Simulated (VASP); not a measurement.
**PbSe (Clausthalite): what moves the LDA gap besides the functional**

Aim: test what besides the functional moves the gap of PbSe (Clausthalite). The starting structure is a measured crystal structure from the Crystallography Open Database. Cell and atoms stay as given unless a step says otherwise.

Main program and level: VASP 6.6.1; Kohn-Sham DFT with plane waves and PAW; LDA.

**1. Set-up**

It takes space group Fm-3m (No. 225, cubic). Conventional cell: a = 6.121 Å, b = 6.121 Å, c = 6.121 Å, α = 90.00°, β = 90.00°, γ = 90.00°. Nearest to Pb lie 6 Se at 3.06 Å. Se has 6 Pb at 3.06 Å nearest. Farther neighbours and most contacts between anions are not listed.

**2. Reference bands**

INCAR

```
SYSTEM = PbSe
PREC = Accurate
ENCUT = 350
EDIFF = 1E-06
NELM = 100
ISMEAR = 0
SIGMA = 0.03
LREAL = .FALSE.
ALGO = Normal
GGA = CA
NBANDS = 22
LORBIT = 11
LWAVE = .FALSE.
LCHARG = .FALSE.
KPAR = 4
```

POSCAR

```
PbSe
1.0
    0.0000000000      3.0606500000      3.0606500000
    3.0606500000      0.0000000000      3.0606500000
    3.0606500000      3.0606500000      0.0000000000
Pb Se
1 1
Direct
    0.0000000000      0.0000000000      0.0000000000
    0.5000000000      0.5000000000      0.5000000000
```

KPOINTS

```
Automatic mesh
0
Gamma
6 6 6
0 0 0
```

KPOINTS_OPT

```
Line mode
10
Line-mode
Reciprocal
  0.00000000   0.00000000   0.00000000 GAMMA
  0.50000000   0.00000000   0.50000000 X

  0.50000000   0.00000000   0.50000000 X
  0.50000000   0.25000000   0.75000000 W

  0.50000000   0.25000000   0.75000000 W
  0.37500000   0.37500000   0.75000000 K

  0.37500000   0.37500000   0.75000000 K
  0.00000000   0.00000000   0.00000000 GAMMA

  0.00000000   0.00000000   0.00000000 GAMMA
  0.50000000   0.50000000   0.50000000 L

  0.50000000   0.50000000   0.50000000 L
  0.62500000   0.25000000   0.62500000 U

  0.62500000   0.25000000   0.62500000 U
  0.50000000   0.25000000   0.75000000 W

  0.50000000   0.25000000   0.75000000 W
  0.50000000   0.50000000   0.50000000 L

  0.50000000   0.50000000   0.50000000 L
  0.37500000   0.37500000   0.75000000 K

  0.62500000   0.25000000   0.62500000 U
  0.50000000   0.00000000   0.50000000 X
```

PAW data sets: Pb_d and Se (LDA family, release 64).

Command:

```console
$ mpirun -np 4 vasp_std
```

The log of the run:

```text
[banner, memory and clock lines left out]
running    4 mpi-ranks, on    1 nodes
 distrk:  each k-point on    1 cores,    4 groups
 distr:  one band on    1 cores,    1 groups

 POSCAR found type information on POSCAR PbSe
 POSCAR found :  2 types and       2 ions
 LDA part: xc-table for (Slater(with rela. corr.)+CA(PZ))
 , standard interpolation
 POSCAR, INCAR and KPOINTS ok, starting setup
 FFT: planning ... GRIDC
 FFT: planning ... GRID_SOFT
 FFT: planning ... GRID
 WAVECAR not read
 entering main loop
       N       E                     dE             d eps       ncg     rms          rms(c)
DAV:   1     0.145286795803E+03    0.14529E+03   -0.71754E+03   746   0.675E+02
DAV:   2     0.100315499251E+01   -0.14428E+03   -0.13724E+03   782   0.239E+02
DAV:   3    -0.947673682844E+01   -0.10480E+02   -0.10419E+02   848   0.692E+01
DAV:   4    -0.972194813160E+01   -0.24521E+00   -0.24513E+00   838   0.111E+01
DAV:   5    -0.973176094078E+01   -0.98128E-02   -0.98126E-02  1010   0.216E+00    0.278E+00
DAV:   6    -0.945789919975E+01    0.27386E+00   -0.56065E-01  1086   0.442E+00    0.162E+00
DAV:   7    -0.944861919446E+01    0.92800E-02   -0.84104E-02   868   0.111E+00    0.842E-01
DAV:   8    -0.944692710565E+01    0.16921E-02   -0.76067E-03   908   0.719E-01    0.103E-01
DAV:   9    -0.944662681028E+01    0.30030E-03   -0.17937E-03  1036   0.291E-01    0.479E-02
DAV:  10    -0.944662750093E+01   -0.69065E-06   -0.13042E-04   830   0.509E-02    0.183E-02
DAV:  11    -0.944662625988E+01    0.12411E-05   -0.16842E-05   980   0.295E-02    0.843E-03
DAV:  12    -0.944662615307E+01    0.10681E-06   -0.73590E-07   562   0.857E-03
   1 F= -.94466262E+01 E0= -.94466260E+01  d E =-.377907E-06
 Start KPOINTS_OPT (optional k-point list driver)
k-point batch [1-16\100]
       N       E                     dE             ncg
DAV:   1     0.568720755130E+03   -0.59864E+04      724
DAV:   2    -0.186198959667E+04   -0.24307E+04      780
DAV:   3    -0.203769239981E+04   -0.17570E+03      864
DAV:   4    -0.204164602721E+04   -0.39536E+01      864
DAV:   5    -0.204179525769E+04   -0.14923E+00      956
DAV:   6    -0.204180166529E+04   -0.64076E-02      952
DAV:   7    -0.204180183645E+04   -0.17116E-03     1016
DAV:   8    -0.204180183977E+04   -0.33192E-05      742
DAV:   9    -0.204180183989E+04   -0.12451E-06      622
[...]
k-point batch [97-100\100]
       N       E                     dE             ncg
DAV:   1     0.664883304986E+04   -0.22026E+04      176
DAV:   2     0.604939975768E+04   -0.59943E+03      194
DAV:   3     0.600905166445E+04   -0.40348E+02      240
DAV:   4     0.600823479104E+04   -0.81687E+00      182
DAV:   5     0.600820561218E+04   -0.29179E-01      272
DAV:   6     0.600820458602E+04   -0.10262E-02      204
DAV:   7     0.600820458070E+04   -0.53189E-05      288
DAV:   8     0.600820458065E+04   -0.46628E-07      170
```

Elapsed: 22 s, on 4 MPI ranks of AMD EPYC 7R43, shared host; peak memory 0.5 GiB.

Lines that name or quote the potential files are left out of all logs, and their timing lines are given in words.

Parts of OUTCAR (step 2):

```text
ion  position               nearest neighbor table
   1  0.000  0.000  0.000-   2 3.06   2 3.06   2 3.06   2 3.06   2 3.06   2 3.06
   2  0.500  0.500  0.500-   1 3.06   1 3.06   1 3.06   1 3.06   1 3.06   1 3.06

  LATTYP: Found a face centered cubic cell.
 ALAT       =     6.1213000000

 Subroutine GETGRP returns: Found 48 space group operations
 (whereof 48 operations were pure point group operations)

The static configuration has the point symmetry O_h .

 Found     16 irreducible k-points:

   k-points           NKPTS =     16   k-points in BZ     NKDIM =     16   number of bands    NBANDS=     22

   dimension x,y,z NGX =    28 NGY =   28 NGZ =   28
   dimension x,y,z NGXF=    56 NGYF=   56 NGZF=   56

   ENCUT  =  350.0 eV  25.72 Ry    5.07 a.u.   6.60  6.60  6.60*2*pi/ulx,y,z

   NELECT =      20.0000    total number of electrons

 k-points in reciprocal lattice and weights: Automatic mesh
   0.00000000  0.00000000  0.00000000       0.005
   0.16666667  0.00000000  0.00000000       0.037
   0.33333333  0.00000000  0.00000000       0.037
   0.50000000  0.00000000  0.00000000       0.019
   0.16666667  0.16666667  0.00000000       0.028
   0.33333333  0.16666667  0.00000000       0.111
   0.50000000  0.16666667  0.00000000       0.111
  -0.33333333  0.16666667  0.00000000       0.111
  -0.16666667  0.16666667  0.00000000       0.056
[...]
-0.33333333  0.33333333  0.16666667       0.111
  -0.33333333  0.50000000  0.16666667       0.056

 average (electrostatic) potential at core
       1 -92.3566       2 -59.1596

 E-fermi :   4.9884

 k-point     1 :       0.0000    0.0000    0.0000
  band No.  band energies     occupation
    ...
      6      -8.7088      2.00000
      7      -1.4755      2.00000
      8       3.0380      2.00000
      9       3.0380      2.00000
     10       3.0380      2.00000
     11       9.5084      0.00000
     12       9.5084      0.00000
     13       9.5084      0.00000
     14      11.3834      0.00000
     15      11.3834      0.00000
    ...

 k-point     2 :       0.1667    0.0000    0.0000
  band No.  band energies     occupation
    ...
      6      -8.5006      2.00000
      7      -2.1214      2.00000
      8       3.1124      2.00000
      9       3.1124      2.00000
     10       3.4734      2.00000
     11       7.9378      0.00000
     12       8.4755      0.00000
     13       8.4755      0.00000
     14      11.1387      0.00000
     15      11.9612      0.00000
    ...

 k-point     3 :       0.3333    0.0000    0.0000
  band No.  band energies     occupation
    ...
      6      -7.9831      2.00000
      7      -3.3193      2.00000
      8       3.3151      2.00000
      9       3.3151      2.00000
     10       4.2047      2.00000
     11       6.1574      0.00000
     12       7.1002      0.00000
     13       7.1002      0.00000
     14      11.8888      0.00000
     15      13.4185      0.00000
    ...

  Total       -0.8380669     -0.8380669     -0.8380669     -0.0000000     -0.0000000     -0.0000000
  in kB      -23.4162999    -23.4162999    -23.4162999     -0.0000000     -0.0000000     -0.0000000
  external PRESSURE =     -23.4162999 kB  Pullay stress =       0.0000000 kB

  energy-cutoff  :      350.00
  volume of cell :       57.34
      direct lattice vectors                 reciprocal lattice vectors
     0.000000000  3.060650000  3.060650000    -0.163363991  0.163363991  0.163363991
     3.060650000  0.000000000  3.060650000     0.163363991 -0.163363991  0.163363991
     3.060650000  3.060650000  0.000000000     0.163363991  0.163363991 -0.163363991

 POSITION                                       TOTAL-FORCE (eV/Angst)
 -----------------------------------------------------------------------------------
      0.00000      0.00000      0.00000        -0.000000      0.000000     -0.000000
      3.06065      3.06065      3.06065         0.000000     -0.000000      0.000000
 -----------------------------------------------------------------------------------
    total drift:                                0.000000      0.000000      0.000000

  FREE ENERGIE OF THE ION-ELECTRON SYSTEM (eV)
  ---------------------------------------------------
  free  energy   TOTEN  =        -9.4466261531 eV

  energy  without entropy=       -9.4466257752  energy(sigma->0) =       -9.44662596

 total charge
# of ion       s       p       d       tot
------------------------------------------
    1        1.470   0.555   9.834  11.859
    2        1.474   2.315   0.018   3.806
--------------------------------------------------
tot          2.944   2.870   9.851  15.665

[... 3 further parts left out ...]
```

Spin-orbit coupling is off here; with elements this heavy it can split and shift levels by tenths of an eV, and by up to about 1 eV where a band edge is a 6p state. At this level the cell is under a tension of 2.3 GPa, so at these settings it is away from equilibrium.

The reference gap is 0.163 eV.

**3. Bands with cell and atoms relaxed by LDA**

Against step 2 the input has another starting structure. The cell comes from a relaxation at this level, not shown (55.12 Å³).

INCAR is that of step 2.

POSCAR

```
PbSe
1.0
    0.0000000000      3.0205228634      3.0205228634
    3.0205228634      0.0000000000      3.0205228634
    3.0205228634      3.0205228634      0.0000000000
Pb Se
1 1
Direct
    0.0000000000      0.0000000000      0.0000000000
    0.5000000000      0.5000000000      0.5000000000
```

KPOINTS is that of step 2.

KPOINTS_OPT is that of step 2.

Command:

```console
$ mpirun -np 4 vasp_std
```

The log of the run:

```text
[... set-up lines as in an earlier step ...]
 entering main loop
       N       E                     dE             d eps       ncg     rms          rms(c)
DAV:   1     0.145650028492E+03    0.14565E+03   -0.72038E+03   728   0.702E+02
DAV:   2     0.135854850186E+01   -0.14429E+03   -0.13625E+03   764   0.232E+02
DAV:   3    -0.946539734379E+01   -0.10824E+02   -0.10757E+02   864   0.712E+01
DAV:   4    -0.971318008418E+01   -0.24778E+00   -0.24764E+00   824   0.108E+01
[...]
DAV:  10    -0.946029008890E+01    0.40002E-04   -0.28572E-04   944   0.907E-02    0.141E-02
DAV:  11    -0.946029287538E+01   -0.27865E-05   -0.23592E-05   860   0.227E-02    0.526E-03
DAV:  12    -0.946029289614E+01   -0.20764E-07   -0.13254E-06   562   0.118E-02
   1 F= -.94602929E+01 E0= -.94600457E+01  d E =-.494330E-03
 Start KPOINTS_OPT (optional k-point list driver)
k-point batch [1-16\100]
       N       E                     dE             ncg
DAV:   1     0.706999383711E+03   -0.55692E+04      712
DAV:   2    -0.175188095133E+04   -0.24589E+04      790
DAV:   3    -0.192068157323E+04   -0.16880E+03      866
DAV:   4    -0.192432699456E+04   -0.36454E+01      836
DAV:   5    -0.192446624147E+04   -0.13925E+00     1058
DAV:   6    -0.192447096318E+04   -0.47217E-02      892
DAV:   7    -0.192447102484E+04   -0.61655E-04     1046
DAV:   8    -0.192447102528E+04   -0.44403E-06      682
[...]
k-point batch [97-100\100]
       N       E                     dE             ncg
DAV:   1     0.631001752164E+04   -0.20787E+04      182
DAV:   2     0.573875838597E+04   -0.57126E+03      176
DAV:   3     0.569820385923E+04   -0.40555E+02      240
DAV:   4     0.569732046084E+04   -0.88340E+00      202
DAV:   5     0.569728819901E+04   -0.32262E-01      260
DAV:   6     0.569728728265E+04   -0.91635E-03      226
DAV:   7     0.569728727691E+04   -0.57414E-05      274
DAV:   8     0.569728727687E+04   -0.45487E-07      176
```

Elapsed: 28 s, on 4 MPI ranks; peak memory 0.43 GiB.

Parts of OUTCAR (step 3):

```text
  Total       -0.1096225     -0.1096225     -0.1096225     -0.0000000     -0.0000000     -0.0000000
  in kB       -3.1866469     -3.1866469     -3.1866469     -0.0000000     -0.0000000     -0.0000000
  external PRESSURE =      -3.1866469 kB  Pullay stress =       0.0000000 kB

 POSITION                                       TOTAL-FORCE (eV/Angst)
 -----------------------------------------------------------------------------------
      0.00000      0.00000      0.00000         0.000000     -0.000000      0.000000
      3.02052      3.02052      3.02052         0.000000      0.000000      0.000000
 -----------------------------------------------------------------------------------
    total drift:                               -0.000000      0.000000      0.000000

  FREE ENERGIE OF THE ION-ELECTRON SYSTEM (eV)
  ---------------------------------------------------
  free  energy   TOTEN  =        -9.4602928961 eV

  energy  without entropy=       -9.4597985663  energy(sigma->0) =       -9.46004573

[... 1 part as in an earlier step ...]

[... 2 further parts left out ...]
[key lines of the parts left out:]
E-fermi :   5.4637
```

With cell and atoms relaxed by LDA the gap is 0.029 eV, -0.134 eV from the reference.

**4. Bands with no band path**

Against step 2 the input has no band path (also changed: NBANDS).

INCAR, as its differences from that of step 3:

```diff
@@ -10,3 +10,3 @@
 GGA = CA
-NBANDS = 22
+NBANDS = 16
 LORBIT = 11
```

POSCAR

```
PbSe
1.0
    0.0000000000      3.0606500000      3.0606500000
    3.0606500000      0.0000000000      3.0606500000
    3.0606500000      3.0606500000      0.0000000000
Pb Se
1 1
Direct
    0.0000000000      0.0000000000      0.0000000000
    0.5000000000      0.5000000000      0.5000000000
```

KPOINTS is that of step 3.

Command:

```console
$ mpirun -np 4 vasp_std
```

The log of the run:

```text
[... set-up lines as in an earlier step ...]
 entering main loop
       N       E                     dE             d eps       ncg     rms          rms(c)
DAV:   1     0.134361266562E+03    0.13436E+03   -0.77702E+03   528   0.965E+02
DAV:   2    -0.410620416264E+00   -0.13477E+03   -0.13032E+03   560   0.278E+02
DAV:   3    -0.955888200659E+01   -0.91483E+01   -0.90854E+01   656   0.778E+01
DAV:   4    -0.972518333675E+01   -0.16630E+00   -0.16628E+00   624   0.132E+01
[...]
DAV:  10    -0.944662716580E+01   -0.52127E-07   -0.12170E-04   656   0.649E-02    0.132E-02
DAV:  11    -0.944662627009E+01    0.89570E-06   -0.13654E-05   696   0.350E-02    0.469E-03
DAV:  12    -0.944662614641E+01    0.12368E-06   -0.87160E-07   440   0.129E-02
   1 F= -.94466261E+01 E0= -.94466260E+01  d E =-.378554E-06
```

Elapsed: 5 s, on 4 MPI ranks; peak memory 0.37 GiB; 16 s of CPU time.

From OUTCAR (step 4):

```text
  Total       -0.8376931     -0.8376931     -0.8376931     -0.0000000      0.0000000     -0.0000000
  in kB      -23.4058562    -23.4058562    -23.4058562     -0.0000000      0.0000000     -0.0000000
  external PRESSURE =     -23.4058562 kB  Pullay stress =       0.0000000 kB

 POSITION                                       TOTAL-FORCE (eV/Angst)
 -----------------------------------------------------------------------------------
      0.00000      0.00000      0.00000        -0.000000     -0.000000      0.000000
      3.06065      3.06065      3.06065         0.000000      0.000000      0.000000
 -----------------------------------------------------------------------------------
    total drift:                               -0.000000      0.000000      0.000000

  FREE ENERGIE OF THE ION-ELECTRON SYSTEM (eV)
  ---------------------------------------------------
  free  energy   TOTEN  =        -9.4466261464 eV

  energy  without entropy=       -9.4466257679  energy(sigma->0) =       -9.44662596

[... 1 part as in an earlier step ...]

[... 2 further parts left out ...]
[key lines of the parts left out:]
E-fermi :   4.9884
```

With no band path the gap is 0.163 eV, +0.000 eV from the reference, read on the mesh alone.

**5. Bands with a cutoff of 500 eV**

Against step 2 the input has ENCUT = 500.

INCAR, as its differences from that of step 4:

```diff
@@ -2,3 +2,3 @@
 PREC = Accurate
-ENCUT = 350
+ENCUT = 500
 EDIFF = 1E-06
@@ -10,3 +10,3 @@
 GGA = CA
-NBANDS = 16
+NBANDS = 22
 LORBIT = 11
```

POSCAR is that of step 4.

KPOINTS is that of step 4.

KPOINTS_OPT is that of step 3.

Command:

```console
$ mpirun -np 4 vasp_std
```

The log of the run:

```text
[... set-up lines as in an earlier step ...]
 entering main loop
       N       E                     dE             d eps       ncg     rms          rms(c)
DAV:   1     0.166833501250E+03    0.16683E+03   -0.89709E+03   712   0.904E+02
DAV:   2     0.424207821215E+01   -0.16259E+03   -0.15177E+03   748   0.277E+02
DAV:   3    -0.934408707915E+01   -0.13586E+02   -0.13454E+02   836   0.807E+01
DAV:   4    -0.972126351204E+01   -0.37718E+00   -0.37689E+00   870   0.136E+01
[...]
DAV:  10    -0.944887169795E+01    0.17060E-05   -0.13797E-04   820   0.547E-02    0.190E-02
DAV:  11    -0.944887061708E+01    0.10809E-05   -0.17484E-05  1002   0.298E-02    0.753E-03
DAV:  12    -0.944887050907E+01    0.10800E-06   -0.70265E-07   556   0.845E-03
   1 F= -.94488705E+01 E0= -.94488703E+01  d E =-.378424E-06
 Start KPOINTS_OPT (optional k-point list driver)
k-point batch [1-16\100]
       N       E                     dE             ncg
DAV:   1     0.830497774831E+03   -0.62747E+04      704
DAV:   2    -0.183102060279E+04   -0.26615E+04      758
DAV:   3    -0.203711077682E+04   -0.20609E+03      874
DAV:   4    -0.204233936985E+04   -0.52286E+01      858
DAV:   5    -0.204252092850E+04   -0.18156E+00      932
DAV:   6    -0.204252865466E+04   -0.77262E-02      984
DAV:   7    -0.204252884917E+04   -0.19452E-03     1004
DAV:   8    -0.204252885200E+04   -0.28225E-05      792
DAV:   9    -0.204252885211E+04   -0.11623E-06      586
[...]
k-point batch [97-100\100]
       N       E                     dE             ncg
DAV:   1     0.802587319734E+04   -0.26204E+04      176
DAV:   2     0.737910534117E+04   -0.64677E+03      188
DAV:   3     0.733074367324E+04   -0.48362E+02      222
DAV:   4     0.732953245392E+04   -0.12112E+01      200
DAV:   5     0.732948894001E+04   -0.43514E-01      250
DAV:   6     0.732948653935E+04   -0.24007E-02      238
DAV:   7     0.732948652586E+04   -0.13498E-04      268
DAV:   8     0.732948652567E+04   -0.18799E-06      182
```

The job ended after 38 s (4 MPI ranks; peak memory 0.55 GiB).

(Continued in part 2 of 2.)

[Lines on the potential files, build, host, timing and source positions are cut from VASP's logs without a mark.]

[Logs are printed without paths, hosts, clocks, repeated set-up lines and the standing remarks that a program may print on its own settings, such as how far it seeks lower states.]

[Hosts, paths, dates, database ids (printed as entryN), source tags and the programs' standing remarks are cut or masked in the printed files.]
